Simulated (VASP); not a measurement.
Here is the system:

```
KBr
1.0
    0.00000     3.28672     3.28672
    3.28672     0.00000     3.28672
    3.28672     3.28672     0.00000
K Br
1 1
Direct
  0.00000   0.00000   0.00000
  0.50000   0.50000   0.50000
```

The numbers are results of optB86b-vdW, VASP's PBE PAW potentials (set 64) (plane waves; VASP), not measurements. Run with 520 eV cut-off, Gaussian smearing of 0.050 eV, potentials K_sv Br.

**Question.** Predict the band gap (along the path) with the smallest direct gap where there is one.

**Answer.** 
```json
{
 "band gap (along the path)": "4.39 eV",
 "smallest direct gap (along the path)": "4.39 eV"
}
```

Only differences to runs with the same potentials and settings are physical.

The compound is KBr in the rock salt structure. It was relaxed first.
